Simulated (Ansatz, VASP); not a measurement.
## LiF (Griceite) in two plane-wave programs

Wanted: the spread between two codes on one cell, functional and k mesh. The cell is taken from a series of runs on this material, whose earlier steps may have relaxed, scaled, displaced or heated it; both programs get it as it stands.

Program: Ansatz 0.2.0. Level of theory: plane waves, with VASP 6.6.1 beside it; zone-centre phonons at PBE. Results are calculated unless marked as measured.

## Step 1: The structure

Symmetry: Fm-3m, No. 225, cubic system. The conventional cell has a = 3.927 Å, b = 3.927 Å, c = 3.927 Å, α = 90.00°, β = 90.00°, γ = 90.00°. Nearest to Li lie 6 F at 1.96 Å. F has 6 Li at 1.96 Å nearest. Farther neighbours and most contacts between anions are not listed.

## Step 2: VASP: zone-centre phonons, PBE, pair 1

Second derivatives magnify differences that forces hide, and they need a tight electronic threshold.

Lines of VASP's logs that name or quote its potential files are left out, and so is its time.

INCAR reads:

```
SYSTEM = LiF
PREC = Accurate
ENCUT = 750
EDIFF = 1E-08
NELM = 120
ISMEAR = 0
SIGMA = 0.01
LREAL = .FALSE.
ALGO = Normal
GGA = PE
NBANDS = 11
LORBIT = 11
LWAVE = .FALSE.
LCHARG = .FALSE.
ISIF = 2
IBRION = 8
LEPSILON = .TRUE.
LASPH = .TRUE.
GGA_COMPAT = .FALSE.
EFERMI = MIDGAP
KPAR = 2
```

POSCAR reads:

```
LiF
1.0
    0.0000000000      1.9634276946      1.9634276946
    1.9634276946      0.0000000000      1.9634276946
    1.9634276946      1.9634276946      0.0000000000
Li F
1 1
Direct
    0.0000000000      0.0000000000      0.0000000000
    0.5000000000      0.5000000000      0.5000000000
```

KPOINTS reads:

```
Automatic mesh
0
Gamma
12 12 12
0 0 0
```

The projector-augmented-wave data sets are Li_sv and F (PBE family, release 64).

Command:

```console
mpirun -np 2 vasp_std
```

Numbers of over 12 decimals in the logs are rounded to 6 here.

Log:

```text
[banner, memory and clock lines left out]
running    2 mpi-ranks, on    1 nodes
 distrk:  each k-point on    1 cores,    2 groups
 distr:  one band on    1 cores,    1 groups

 POSCAR found type information on POSCAR LiF
 POSCAR found :  2 types and       2 ions
 LDA part: xc-table for (Slater+PW92), standard interpolation
 POSCAR, INCAR and KPOINTS ok, starting setup
 FFT: planning ... GRIDC
 FFT: planning ... GRID_SOFT
 FFT: planning ... GRID
 WAVECAR not read
 entering main loop
       N       E                     dE             d eps       ncg     rms          rms(c)
DAV:   1     0.447923318157E+02    0.44792E+02   -0.69216E+03  1592   0.121E+03
DAV:   2    -0.852073816206E+01   -0.53313E+02   -0.51629E+02  1839   0.234E+02
DAV:   3    -0.100919522162E+02   -0.15712E+01   -0.15645E+01  1992   0.361E+01
DAV:   4    -0.101136764690E+02   -0.21724E-01   -0.21720E-01  1972   0.475E+00
DAV:   5    -0.101138827178E+02   -0.20625E-03   -0.20625E-03  2046   0.344E-01    0.453E+00
DAV:   6    -0.959524247882E+01    0.51864E+00   -0.24420E+00  1836   0.107E+01    0.136E+00
DAV:   7    -0.959861687562E+01   -0.33744E-02   -0.22216E-02  2154   0.144E+00    0.858E-01
DAV:   8    -0.960431559571E+01   -0.56987E-02   -0.14607E-02  2054   0.143E+00    0.111E-01
DAV:   9    -0.960432805600E+01   -0.12460E-04   -0.95622E-04  1884   0.314E-01    0.439E-02
DAV:  10    -0.960441281152E+01   -0.84756E-04   -0.12998E-04  1826   0.103E-01    0.172E-02
DAV:  11    -0.960441124647E+01    0.15651E-05   -0.72990E-06  2088   0.274E-02    0.329E-03
DAV:  12    -0.960441137460E+01   -0.12813E-06   -0.46275E-07  1880   0.699E-03    0.732E-04
DAV:  13    -0.960441134229E+01    0.32313E-07   -0.82476E-08  1904   0.269E-03    0.254E-04
DAV:  14    -0.960441132994E+01    0.12349E-07   -0.36176E-09  1687   0.585E-04    0.838E-05
DAV:  15    -0.960441132982E+01    0.12255E-09   -0.14884E-09  1098   0.370E-04
   1 F= -.96044113E+01 E0= -.96044113E+01  d E =0.000000E+00
 Linear response reoptimize wavefunctions to high precision
DAV:   1    -0.960441132885E+01    0.96964E-09   -0.88155E-11  1276   0.999E-05
DAV:   2    -0.960441132882E+01    0.27967E-10   -0.10483E-11  1096   0.335E-05
 Linear response G [H, r] |phi>, progress :
  Direction:   1
       N       E                     dE             d eps       ncg     rms
RMM:   1    -0.328411171876E+02   -0.32841E+02    0.27899E+02  2187   0.192E+02
RMM:   2    -0.339808928163E+02   -0.11398E+01   -0.10510E+01  3238   0.251E+01
RMM:   3    -0.341547010291E+02   -0.17381E+00   -0.64688E-01  3504   0.591E+00
RMM:   4    -0.341916019222E+02   -0.36901E-01   -0.91889E-02  3576   0.224E+00
RMM:   5    -0.341977632839E+02   -0.61614E-02   -0.12843E-02  3569   0.837E-01
RMM:   6    -0.341987418537E+02   -0.97857E-03   -0.19826E-03  3511   0.325E-01
RMM:   7    -0.341989216179E+02   -0.17976E-03   -0.34969E-04  3549   0.127E-01
RMM:   8    -0.341989564745E+02   -0.34857E-04   -0.64226E-05  3582   0.500E-02
RMM:   9    -0.341989639745E+02   -0.75000E-05   -0.10909E-05  3583   0.218E-02
RMM:  10    -0.341989657981E+02   -0.18236E-05   -0.70728E-06  3589   0.104E-02
RMM:  11    -0.341989664272E+02   -0.62905E-06   -0.12814E-04  3571   0.566E-03
RMM:  12    -0.341989664302E+02   -0.30328E-08    0.15880E-04  3539   0.365E-03
RMM:  13    -0.341989682223E+02   -0.17921E-05    0.24633E-04  3413   0.276E-03
RMM:  14    -0.341989676099E+02    0.61247E-06    0.66146E-04  3191   0.236E-03
RMM:  15    -0.341989663756E+02    0.12343E-05    0.27104E-05  2919   0.219E-03
RMM:  16    -0.341989684111E+02   -0.20355E-05    0.17817E-04  2750   0.209E-03
RMM:  17    -0.341989673090E+02    0.11021E-05    0.35278E-05  2661   0.204E-03
RMM:  18    -0.341989676245E+02   -0.31554E-06   -0.23817E-05  2555   0.202E-03
 Linear response G [H, r] |phi>, progress :
  Direction:   2
       N       E                     dE             d eps       ncg     rms
RMM:   1    -0.358501363076E+02   -0.35850E+02    0.59722E+01  2218   0.146E+02
RMM:   2    -0.362776605877E+02   -0.42752E+00   -0.73644E+00  3169   0.225E+01
RMM:   3    -0.363840693802E+02   -0.10641E+00   -0.43120E-01  3498   0.535E+00
RMM:   4    -0.364110627363E+02   -0.26993E-01   -0.69775E-02  3583   0.205E+00
RMM:   5    -0.364164287377E+02   -0.53660E-02   -0.11999E-02  3589   0.809E-01
RMM:   6    -0.364174577854E+02   -0.10290E-02   -0.22785E-03  3548   0.324E-01
RMM:   7    -0.364176701559E+02   -0.21237E-03   -0.45495E-04  3582   0.133E-01
RMM:   8    -0.364177131968E+02   -0.43041E-04   -0.85266E-05  3608   0.557E-02
RMM:   9    -0.364177237712E+02   -0.10574E-04   -0.18915E-05  3610   0.249E-02
RMM:  10    -0.364177259525E+02   -0.21813E-05    0.53595E-07  3577   0.119E-02
RMM:  11    -0.364177267206E+02   -0.76806E-06    0.18128E-04  3574   0.629E-03
RMM:  12    -0.364177263781E+02    0.34245E-06   -0.26117E-04  3529   0.385E-03
RMM:  13    -0.364177266040E+02   -0.22582E-06   -0.87024E-04  3357   0.274E-03
[...]
RMM:  14    -0.549534311634E-01    0.78164E-09   -0.44439E-07  1963   0.771E-05
RMM:  15    -0.549534295332E-01    0.16302E-08   -0.22801E-07  1818   0.724E-05
RMM:  16    -0.549534295851E-01   -0.51930E-10   -0.16885E-07  1727   0.705E-05
RMM:  17    -0.549534289077E-01    0.67740E-09   -0.97508E-08  1631   0.701E-05
 change of polarisation eV/A/(eV/A) component  2 :     0.028     0.110    -0.019
[...]
Linear response to external field, progress :
  Direction:   2
       N       E                     dE             d eps       ncg     rms          rms(c)
RMM:   1    -0.440214949037E-01   -0.44021E-01   -0.99901E-02  7902   0.180E+00
RMM:   2    -0.453624287032E-01   -0.13409E-02   -0.43243E-03  7150   0.473E-01    0.343E-01
RMM:   3    -0.458511573509E-01   -0.48873E-03   -0.14721E-03  7151   0.302E-01    0.209E-01
RMM:   4    -0.492327243747E-01   -0.33816E-02   -0.94429E-04  6781   0.308E-01    0.223E-02
RMM:   5    -0.497299562539E-01   -0.49723E-03   -0.12811E-04  7661   0.854E-02    0.591E-03
RMM:   6    -0.497432036777E-01   -0.13247E-04   -0.24453E-05  7753   0.269E-02    0.116E-03
RMM:   7    -0.497628369838E-01   -0.19633E-04   -0.48531E-06  7873   0.109E-02    0.206E-04
RMM:   8    -0.497630320697E-01   -0.19509E-06   -0.94785E-07  7982   0.443E-03    0.136E-04
RMM:   9    -0.497610106625E-01    0.20214E-05   -0.39673E-07  7783   0.204E-03    0.558E-05
RMM:  10    -0.497614928140E-01   -0.48215E-06   -0.32353E-06  7872   0.877E-04    0.992E-06
 change of polarisation eV/A/(eV/A) component  2 :     0.010     0.090    -0.002
 dielectric tensor                  component  2 :     0.120     2.081    -0.019
 Linear response to external field, progress :
  Direction:   3
       N       E                     dE             d eps       ncg     rms          rms(c)
RMM:   1    -0.440214442992E-01   -0.44021E-01   -0.99901E-02  7894   0.180E+00
RMM:   2    -0.453622078388E-01   -0.13408E-02   -0.43202E-03  7152   0.473E-01    0.343E-01
RMM:   3    -0.458509910234E-01   -0.48878E-03   -0.14714E-03  7150   0.302E-01    0.209E-01
RMM:   4    -0.492326602540E-01   -0.33817E-02   -0.94406E-04  6777   0.308E-01    0.223E-02
RMM:   5    -0.497299998528E-01   -0.49734E-03   -0.12807E-04  7658   0.854E-02    0.591E-03
RMM:   6    -0.497431923635E-01   -0.13193E-04   -0.24453E-05  7748   0.269E-02    0.116E-03
RMM:   7    -0.497628294572E-01   -0.19637E-04   -0.48596E-06  7866   0.109E-02    0.206E-04
RMM:   8    -0.497630298608E-01   -0.20040E-06   -0.93515E-07  7967   0.442E-03    0.136E-04
RMM:   9    -0.497610152090E-01    0.20147E-05   -0.27560E-07  7759   0.204E-03    0.551E-05
RMM:  10    -0.497615019667E-01   -0.48676E-06   -0.14391E-06  7848   0.868E-04    0.988E-06
 change of polarisation eV/A/(eV/A) component  3 :     0.000     0.007     0.090
 dielectric tensor                  component  3 :     0.001     0.085     2.081
 Linear response DOF=           2
 Linear response progress:
  Degree of freedom:   1/  2
       N       E                     dE             d eps       ncg     rms          rms(c)
RMM:   1    -0.174352158797E+00   -0.17435E+00    0.18178E+00  4601   0.166E+01
RMM:   2    -0.178466832144E+00   -0.41147E-02   -0.12590E-02  6113   0.936E-01    0.691E-02
RMM:   3    -0.178536746605E+00   -0.69914E-04   -0.13176E-03  7298   0.289E-01    0.346E-02
RMM:   4    -0.178552676422E+00   -0.15930E-04   -0.31506E-04  7496   0.125E-01    0.776E-03
RMM:   5    -0.178578358642E+00   -0.25682E-04   -0.97114E-05  7622   0.535E-02    0.146E-03
RMM:   6    -0.178621618611E+00   -0.43260E-04   -0.34879E-05  7654   0.267E-02    0.881E-04
RMM:   7    -0.178635865216E+00   -0.14247E-04   -0.41087E-05  7907   0.120E-02    0.260E-04
RMM:   8    -0.178650581674E+00   -0.14716E-04   -0.97194E-05  7625   0.724E-03    0.196E-04
RMM:   9    -0.178648851209E+00    0.17305E-05   -0.81563E-05  8161   0.464E-03    0.608E-05
RMM:  10    -0.178649456770E+00   -0.60556E-06   -0.58106E-05  8240   0.327E-03    0.630E-05
RMM:  11    -0.178649072322E+00    0.38445E-06   -0.42175E-05  8171   0.243E-03    0.919E-05
RMM:  12    -0.178650510196E+00   -0.14379E-05   -0.29841E-05  7160   0.192E-03    0.389E-05
RMM:  13    -0.178650778978E+00   -0.26878E-06   -0.21356E-05  7987   0.149E-03    0.339E-05
RMM:  14    -0.178651250795E+00   -0.47182E-06   -0.15729E-05  7495   0.121E-03    0.212E-05
RMM:  15    -0.178651514912E+00   -0.26412E-06   -0.12317E-05  8130   0.993E-04    0.171E-05
RMM:  16    -0.178651799182E+00   -0.28427E-06   -0.97910E-06  7648   0.832E-04    0.988E-06
RMM:  17    -0.178652186225E+00   -0.38704E-06   -0.80824E-06  7446   0.713E-04    0.135E-06
RMM:  18    -0.178652089872E+00    0.96353E-07   -0.66966E-06  8150   0.598E-04    0.536E-06
RMM:  19    -0.178652096346E+00   -0.64740E-08   -0.55626E-06  7675   0.506E-04    0.776E-06
RMM:  20    -0.178652125853E+00   -0.29507E-07   -0.46044E-06  7424   0.431E-04    0.840E-06
RMM:  21    -0.178652139525E+00   -0.13671E-07   -0.38507E-06  7314   0.374E-04    0.907E-06
RMM:  22    -0.178652158847E+00   -0.19323E-07   -0.33019E-06  7032   0.335E-04    0.936E-06
RMM:  23    -0.178652172044E+00   -0.13196E-07   -0.28284E-06  6694   0.301E-04    0.962E-06
 first order change of Fermi-energy   0.18463E-03
 force on displaced ion       1 direction 1 :  -2.466   0.000   0.000
 Born effective charge ion    1 direction 1 :   1.042   0.000   0.000
 Linear response progress:
  Degree of freedom:   2/  2
       N       E                     dE             d eps       ncg     rms          rms(c)
RMM:   1    -0.523436413124E+00   -0.52344E+00    0.54983E-01  6778   0.484E+00
RMM:   2    -0.517381733420E+00    0.60547E-02   -0.68571E-03  6538   0.739E-01    0.971E-02
RMM:   3    -0.519330526994E+00   -0.19488E-02   -0.82138E-04  6927   0.215E-01    0.534E-02
RMM:   4    -0.521826915284E+00   -0.24964E-02   -0.29380E-04  6672   0.134E-01    0.128E-02
RMM:   5    -0.522094179700E+00   -0.26726E-03   -0.31068E-05  7415   0.427E-02    0.275E-03
RMM:   6    -0.521971129877E+00    0.12305E-03   -0.49141E-06  7285   0.154E-02    0.767E-04
RMM:   7    -0.521966539520E+00    0.45904E-05   -0.77607E-07  7560   0.593E-03    0.673E-05
RMM:   8    -0.521966383961E+00    0.15556E-06   -0.14704E-07  7865   0.242E-03    0.431E-05
RMM:   9    -0.521965171752E+00    0.12122E-05   -0.46239E-08  7799   0.110E-03    0.156E-05
RMM:  10    -0.521964607327E+00    0.56442E-06   -0.43439E-08  7907   0.561E-04    0.403E-06
RMM:  11    -0.521964617474E+00   -0.10147E-07   -0.61826E-08  8148   0.341E-04    0.266E-06
RMM:  12    -0.521964564074E+00    0.53400E-07    0.75951E-08  8172   0.255E-04    0.710E-07
RMM:  13    -0.521964558903E+00    0.51702E-08    0.36501E-08  8162   0.219E-04    0.419E-07
 first order change of Fermi-energy   0.16607E-02
 force on displaced ion       2 direction 1 :  -2.446   0.000   0.000
 Born effective charge ion    2 direction 1 :  -1.041   0.000   0.000
 Born effective charges drift removed
 Linear response finished
```

From OUTCAR (step 2):

```text
ion  position               nearest neighbor table
   1  0.000  0.000  0.000-   2 1.96   2 1.96   2 1.96   2 1.96   2 1.96   2 1.96
   2  0.500  0.500  0.500-   1 1.96   1 1.96   1 1.96   1 1.96   1 1.96   1 1.96

  LATTYP: Found a face centered cubic cell.
 ALAT       =     3.9268553892

 Subroutine GETGRP returns: Found 48 space group operations
 (whereof 48 operations were pure point group operations)

The static configuration has the point symmetry O_h .

 Found     72 irreducible k-points:

   k-points           NKPTS =     72   k-points in BZ     NKDIM =     72   number of bands    NBANDS=     11

   dimension x,y,z NGX =    28 NGY =   28 NGZ =   28
   dimension x,y,z NGXF=    56 NGYF=   56 NGZF=   56

   ENCUT  =  750.0 eV  55.12 Ry    7.42 a.u.   6.20  6.20  6.20*2*pi/ulx,y,z

   NELECT =      10.0000    total number of electrons

 k-points in reciprocal lattice and weights: Automatic mesh
   0.00000000  0.00000000  0.00000000       0.001
   0.08333333  0.00000000  0.00000000       0.005
   0.16666667  0.00000000  0.00000000       0.005
   0.25000000  0.00000000  0.00000000       0.005
   0.33333333  0.00000000  0.00000000       0.005
   0.41666667  0.00000000  0.00000000       0.005
   0.50000000  0.00000000  0.00000000       0.002
   0.08333333  0.08333333  0.00000000       0.003
   0.16666667  0.08333333  0.00000000       0.014
[...]
-0.33333333  0.50000000  0.16666667       0.007
  -0.25000000  0.50000000  0.25000000       0.003

 average (electrostatic) potential at core
       1 -60.2997       2 -76.3672

  Total        0.7683947      0.7683947      0.7683947     -0.0000000      0.0000000      0.0000000
  in kB       81.3242753     81.3242753     81.3242753     -0.0000000      0.0000000      0.0000000
  external PRESSURE =      81.3242753 kB  Pullay stress =       0.0000000 kB

  energy-cutoff  :      750.00
  volume of cell :       15.14
      direct lattice vectors                 reciprocal lattice vectors
     0.000000000  1.963427695  1.963427695    -0.254656691  0.254656691  0.254656691
     1.963427695  0.000000000  1.963427695     0.254656691 -0.254656691  0.254656691
     1.963427695  1.963427695  0.000000000     0.254656691  0.254656691 -0.254656691

 POSITION                                       TOTAL-FORCE (eV/Angst)
 -----------------------------------------------------------------------------------
      0.00000      0.00000      0.00000         0.000000      0.000000      0.000000
      1.96343      1.96343      1.96343        -0.000000     -0.000000     -0.000000
 -----------------------------------------------------------------------------------
    total drift:                                0.000000      0.000000      0.000000

 MACROSCOPIC STATIC DIELECTRIC TENSOR (including local field effects in DFT)
 ------------------------------------------------------
           2.080544     0.000000    -0.000000
           0.000000     2.080544     0.000000
          -0.000000     0.000000     2.080544
 ------------------------------------------------------

 PIEZOELECTRIC TENSOR (including local field effects)  for field in x, y, z        (C/m^2)
          XX          YY          ZZ          XY          YZ          ZX
  --------------------------------------------------------------------------------
  x     0.00000     0.00000     0.00000     0.00000     0.00000     0.00000
  y     0.00000     0.00000     0.00000     0.00000     0.00000     0.00000
  z     0.00000     0.00000     0.00000     0.00000     0.00000     0.00000

 BORN EFFECTIVE CHARGES (including local field effects) (in |e|, cummulative output)
 ---------------------------------------------------------------------------------
 ion    1
    1     1.04156     0.00000     0.00000
    2     0.00000     1.04156     0.00000
    3     0.00000     0.00000     1.04156
 ion    2
    1    -1.04156     0.00000     0.00000
    2     0.00000    -1.04156     0.00000
    3     0.00000     0.00000    -1.04156

 Eigenvectors and eigenvalues of the dynamical matrix
 ----------------------------------------------------

   1 f  =   10.837050 THz    68.091195 2PiTHz  361.485088 cm-1    44.818419 meV
             X         Y         Z           dx          dy          dz
      0.000000  0.000000  0.000000     0.000000    0.855619    0.000000
      1.963428  1.963428  1.963428     0.000000   -0.517606    0.000000

   2 f  =   10.837050 THz    68.091195 2PiTHz  361.485088 cm-1    44.818419 meV
             X         Y         Z           dx          dy          dz
      0.000000  0.000000  0.000000     0.855619    0.000000    0.000000
      1.963428  1.963428  1.963428    -0.517606    0.000000    0.000000

   3 f  =   10.837050 THz    68.091195 2PiTHz  361.485088 cm-1    44.818419 meV
             X         Y         Z           dx          dy          dz
      0.000000  0.000000  0.000000     0.000000    0.000000    0.855619
      1.963428  1.963428  1.963428     0.000000    0.000000   -0.517606

   4 f/i=    0.019758 THz     0.124146 2PiTHz    0.659071 cm-1     0.081714 meV
             X         Y         Z           dx          dy          dz
      0.000000  0.000000  0.000000    -0.517606    0.000000    0.000000
      1.963428  1.963428  1.963428    -0.855619    0.000000    0.000000

   5 f/i=    0.019758 THz     0.124146 2PiTHz    0.659071 cm-1     0.081714 meV
             X         Y         Z           dx          dy          dz
      0.000000  0.000000  0.000000     0.000000   -0.517606    0.000000
      1.963428  1.963428  1.963428     0.000000   -0.855619    0.000000

   6 f/i=    0.019758 THz     0.124146 2PiTHz    0.659071 cm-1     0.081714 meV
             X         Y         Z           dx          dy          dz
      0.000000  0.000000  0.000000     0.000000    0.000000   -0.517606
      1.963428  1.963428  1.963428     0.000000    0.000000   -0.855619

 MACROSCOPIC STATIC DIELECTRIC TENSOR IONIC CONTRIBUTION
 ------------------------------------------------------
           5.280056    -0.000000    -0.000000
          -0.000000     5.280056    -0.000000
          -0.000000    -0.000000     5.280056
 ------------------------------------------------------

 ELASTIC MODULI CONTR FROM IONIC RELAXATION (kBar)
 Direction    XX          YY          ZZ          XY          YZ          ZX
 --------------------------------------------------------------------------------
 XX           0.0000      0.0000      0.0000      0.0000      0.0000      0.0000
 YY           0.0000      0.0000      0.0000      0.0000      0.0000      0.0000
 ZZ           0.0000      0.0000      0.0000      0.0000      0.0000      0.0000
 XY           0.0000      0.0000      0.0000      0.0000      0.0000      0.0000
 YZ           0.0000      0.0000      0.0000      0.0000      0.0000      0.0000
 ZX           0.0000      0.0000      0.0000      0.0000      0.0000      0.0000
 --------------------------------------------------------------------------------

 PIEZOELECTRIC TENSOR IONIC CONTR  for field in x, y, z        (C/m^2)
          XX          YY          ZZ          XY          YZ          ZX
  --------------------------------------------------------------------------------
  x     0.00000     0.00000     0.00000     0.00000     0.00000     0.00000
  y     0.00000     0.00000     0.00000     0.00000     0.00000     0.00000
  z     0.00000     0.00000     0.00000     0.00000     0.00000     0.00000
```

(Continued in part 2 of 3.)

[Lines on the potential files, build, host, timing and source positions are cut from VASP's logs without a mark.]

[Logs are printed without paths, hosts, clocks, repeated set-up lines and the standing remarks that a program may print on its own settings, such as how far it seeks lower states.]

[Hosts, paths, dates, database ids (printed as entryN), source tags and the programs' standing remarks are cut or masked in the printed files.]
